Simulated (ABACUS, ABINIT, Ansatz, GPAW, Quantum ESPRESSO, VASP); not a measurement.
One calculation of BiTe, 7 ways

```
CELL_PARAMETERS angstrom
2.42271 1.39875 3.31729
-2.42271 1.39875 3.31729
0.00000 -2.79750 3.31729
ATOMIC_POSITIONS crystal
Bi 0.50449 0.49986 0.49761
Te 0.99451 0.00737 0.00473
```

The cell comes from a database or a generator and needn't be the stable form of this composition.

Atoms were shifted at random by some hundredths of an Å from the given cell, which wasn't relaxed again for these runs.

Alike in all runs: task single point; functional PBE; k mesh 7 × 7 × 7; occupations fermi-dirac, width 0.05 eV; no spin polarisation; no spin-orbit coupling. Pressure is positive in compression and, in plane waves, holds the error of the finite cutoff, which Ansatz's Pulay term estimates and takes out.

| program and potentials | plane-wave cutoff (eV) | notes | pressure (GPa) | largest force (eV/Å) | energy over the undisturbed cell (meV/atom) |
| --- | --- | --- | --- | --- | --- |
| VASP, PBE PAW files Bi_d, Te, 520 eV | 520 | 10.5 valence electrons an atom on average | 0.14 | 0.095 | - |
| Ansatz, Ansatz PAW (earlier soft set) | 420 | 15.5 valence electrons an atom on average | 0.21 | 0.095 | 1.14 |
| ABINIT, JTH PAW PBE v2.0 | 599 | 10.5 valence electrons an atom on average | 0.12 | 0.095 | 1.15 |
| ABACUS, PseudoDojo NC SR 0.4.1 PBE standard, plane waves | 1129 | 15.5 valence electrons an atom on average | 0.24 | 0.098 | 1.18 |
| Quantum ESPRESSO, SSSP 1.3 efficiency PBE | 748 | 10.5 valence electrons an atom on average | -0.02 | 0.094 | 1.13 |
| GPAW, GPAW PAW data sets (gpaw-data 1.2.1) | 600 | 10.5 valence electrons an atom on average | -0.01 | 0.092 | 1.12 |
| Ansatz, all-electron LAPW, scalar-relativistic | - | - | 0.21 | 0.095 | - |

Force on atom 1 (Bi), eV/Å:

```
                                  program and potentials       x       y      z
                    VASP, PBE PAW files Bi_d, Te, 520 eV  -0.082  -0.045  0.013
                   Ansatz, Ansatz PAW (earlier soft set)  -0.082  -0.045  0.013
                                ABINIT, JTH PAW PBE v2.0  -0.082  -0.045  0.014
ABACUS, PseudoDojo NC SR 0.4.1 PBE standard, plane waves  -0.085  -0.047  0.014
               Quantum ESPRESSO, SSSP 1.3 efficiency PBE  -0.081  -0.045  0.014
              GPAW, GPAW PAW data sets (gpaw-data 1.2.1)  -0.080  -0.044  0.013
          Ansatz, all-electron LAPW, scalar-relativistic  -0.082  -0.045  0.013
```

The pressure spans -0.02 (Quantum ESPRESSO, SSSP 1.3 efficiency PBE) to 0.24 GPa (ABACUS, PseudoDojo NC SR 0.4.1 PBE standard, plane waves), with all-electron results at 0.21.

The functional is the same throughout but for its coding, so the spread measures potentials, basis and numerics; runs on potential files found faulty are left out.

The force on Bi points against its displacement relative to Te in every run, so the octahedral, rocksalt-like arrangement resists this shift of the two sublattices. The positive energies, where given, agree, and their size fits a nearly harmonic well. Relative to the displacement, the restoring force is clearly weaker along the trigonal axis than across it, which reflects the rhombohedral distortion of the p-bonded network.

BiTe has one valence electron more per formula unit than the IV-VI rocksalt tellurides. That electron must enter p-antibonding bands, which probably weakens the drive towards the off-centring known from that family.

The two potential sets with 15.5 valence electrons an atom come closest to the all-electron pressure, perhaps because they treat the Te 4d shell explicitly, though the forces show no such ordering. Restoring forces for one zone-centre displacement don't establish stability against longer-period distortions or against the layered stacking known for bismuth tellurides, which this small cell can't accommodate.
